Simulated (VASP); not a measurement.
These are PBE GGA, VASP's PBE PAW potentials (set 64) (plane waves; VASP) values and carry that method's errors.

VASP ran on this input.

### INCAR
```
ALGO = Conjugate
EDIFF = 1E-6
ENCUT = 400
GGA = PE
ISIF = 2
ISMEAR = 0
LASPH = .TRUE.
LCHARG = .FALSE.
LMAXMIX = 4
LREAL = .FALSE.
LWAVE = .FALSE.
NELM = 100
PREC = Accurate
SIGMA = 0.05
SYSTEM = GaP
```

**KPOINTS**
```
Automatic mesh
0
Gamma
8 8 8
0 0 0
```

File POSCAR:
```
GaP
1
    0.0000000000     2.7250000000     2.7250000000
    2.7250000000     0.0000000000     2.7250000000
    2.7250000000     2.7250000000     0.0000000000
Ga P
1 1
Direct
  0.0000000000   0.0000000000   0.0000000000
  0.2500000000   0.2500000000   0.2500000000
```

POTCAR, in this order: Ga_d P (PBE.64 set). Program: vasp_std.

What VASP printed:

OUTCAR:
```
 ion  position               nearest neighbor table
   1  0.000  0.000  0.000-   2 2.36   2 2.36   2 2.36   2 2.36
   2  0.250  0.250  0.250-   1 2.36   1 2.36   1 2.36   1 2.36
  LATTYP: Found a face centered cubic cell.
 ALAT       =     5.4500000000
 Subroutine PRICEL returns:
 Original cell was already a primitive cell.
 Subroutine GETGRP returns: Found 24 space group operations
The static configuration has the point symmetry T_d .
The dynamic configuration has the point symmetry T_d .
 Subroutine INISYM returns: Found 24 space group operations
 Subroutine IBZKPT returns following result:
 Found     29 irreducible k-points:

 Following reciprocal coordinates:
            Coordinates               Weight
  0.000000  0.000000  0.000000      1.000000
  0.125000  0.000000  0.000000      8.000000
  0.250000  0.000000  0.000000      8.000000
  0.375000  0.000000  0.000000      8.000000
  0.500000  0.000000  0.000000      4.000000
  0.125000  0.125000  0.000000      6.000000
  0.250000  0.125000  0.000000     24.000000
  0.375000  0.125000  0.000000     24.000000
  0.500000  0.125000  0.000000     24.000000
...
```

### OSZICAR
```
       N       E                     dE             d eps       ncg     rms           ort
DAV:   1     0.681380985350E+02    0.68138E+02   -0.80269E+03   377   0.190E+03
DAV:   2    -0.461890762412E+01   -0.72757E+02   -0.70096E+02   377   0.278E+02
DAV:   3    -0.930541376642E+01   -0.46865E+01   -0.46674E+01   377   0.657E+01
DAV:   4    -0.938250686863E+01   -0.77093E-01   -0.77067E-01   377   0.915E+00
DAV:   5    -0.938396942736E+01   -0.14626E-02   -0.14625E-02   377   0.102E+00
SDA:   6    -0.880943777883E+01    0.57453E+00   -0.14625E-02   377   0.123E+01   0.000E+00
CGA:   7    -0.903756814114E+01   -0.22813E+00   -0.22827E+00   377   0.292E+00   0.511E-02
CGA:   8    -0.909948878272E+01   -0.61921E-01   -0.61925E-01   377   0.361E-01   0.345E-05
CGA:   9    -0.911041766770E+01   -0.10929E-01   -0.10937E-01   377   0.134E-01  -0.737E-04
CGA:  10    -0.911391595042E+01   -0.34983E-02   -0.35004E-02   377   0.195E-02  -0.416E-04
CGA:  11    -0.911456287524E+01   -0.64692E-03   -0.64718E-03   377   0.682E-03  -0.217E-05
CGA:  12    -0.911471802938E+01   -0.15515E-03   -0.15515E-03   377   0.963E-04   0.147E-05
CGA:  13    -0.911475214847E+01   -0.34119E-04   -0.33956E-04   377   0.264E-04   0.131E-05
CGA:  14    -0.911475880693E+01   -0.66585E-05   -0.66574E-05   377   0.534E-05   0.110E-06
CGA:  15    -0.911476090735E+01   -0.21004E-05   -0.20723E-05   377   0.136E-05   0.192E-06
CGA:  16    -0.911476126926E+01   -0.36190E-06   -0.36159E-06   377   0.417E-06   0.134E-06
   1 F= -.91147613E+01 E0= -.91147613E+01  d E =-.440494E-12
```

OUTCAR:
```
------------------------ aborting loop because EDIFF is reached ----------------------------------------
  FORCE on cell =-STRESS in cart. coord.  units (eV):
  Direction    XX          YY          ZZ          XY          YZ          ZX
  --------------------------------------------------------------------------------------
  Total        0.5805917      0.5805917      0.5805917      0.0000000     -0.0000000      0.0000000
  in kB       22.9853923     22.9853923     22.9853923      0.0000000     -0.0000000      0.0000000
  external PRESSURE =      22.9853923 kB  Pullay stress =       0.0000000 kB
  volume of cell :       40.47
      direct lattice vectors                 reciprocal lattice vectors
     0.000000000  2.725000000  2.725000000    -0.183486239  0.183486239  0.183486239
     2.725000000  0.000000000  2.725000000     0.183486239 -0.183486239  0.183486239
     2.725000000  2.725000000  0.000000000     0.183486239  0.183486239 -0.183486239
  FREE ENERGIE OF THE ION-ELECTRON SYSTEM (eV)
  ---------------------------------------------------
  free  energy   TOTEN  =        -9.1147612693 eV

  energy  without entropy=       -9.1147612693  energy(sigma->0) =       -9.11476127
```
(Selected blocks of OUTCAR.)

The compound is GaP in the zinc blende structure. The cell was not relaxed at this level. The run is one of a series of settings (ALGO = Conjugate against the base run), some of them coarse on purpose.
